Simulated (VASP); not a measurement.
Given:

```xyz
4
Lattice="1.2212 -2.1152 0.0000 1.2212 2.1152 0.0000 0.0000 0.0000 7.8471" Properties=species:S:1:pos:R:3 pbc="T T T"
C      1.2212    -2.1152     1.9618
C      1.2212     2.1152     5.8853
C      1.2212     0.7051     1.9618
C      1.2212    -0.7051     5.8853
```

All values below come from PBE GGA, VASP's PBE PAW potentials (set 64) (plane waves; VASP). Numerical set-up: 520 eV cut-off, 10×10×3 Γ-centred mesh, Gaussian smearing of 0.050 eV, potentials C.

Without a dispersion term in the relaxation, distances and binding between the weakly bound layers, chains or molecules are unreliable, and so is what depends on them.

Q: The ions and cell shape at fixed volume are relaxed. What does this cell relax into?

A: 
```xyz
4
Lattice="1.2332 -2.1360 0.0000 1.2332 2.1360 0.0000 0.0000 0.0000 7.6947" Properties=species:S:1:pos:R:3 pbc="T T T"
C      0.0000     0.0000     1.9237
C      0.0000     0.0000     5.7710
C      1.2332     0.7120     1.9237
C      1.2332    -0.7120     5.7710
```
Space group P6_3/mmc (194), at a tolerance of 0.03 Å.

Q: How much energy does the relaxation gain?

A: The energy (σ→0) changes by -6.8 meV/atom, in 3 ionic steps.

| step | E(σ→0) (eV) | max force (eV/Å) | pressure (GPa) | volume (Å³) |
|---|---|---|---|---|
| 1 | -36.8810 | 0.000 | 7.68 | 40.54 |
| 2 | -36.9074 | 0.000 | -0.51 | 40.54 |
| 3 | -36.9080 | 0.000 | 0.52 | 40.54 |

The compound is C in the graphite structure. This cell is one point of a volume scan, at 0.97 of the reference volume. Symmetry was kept, so distortions that lower it aren't found.
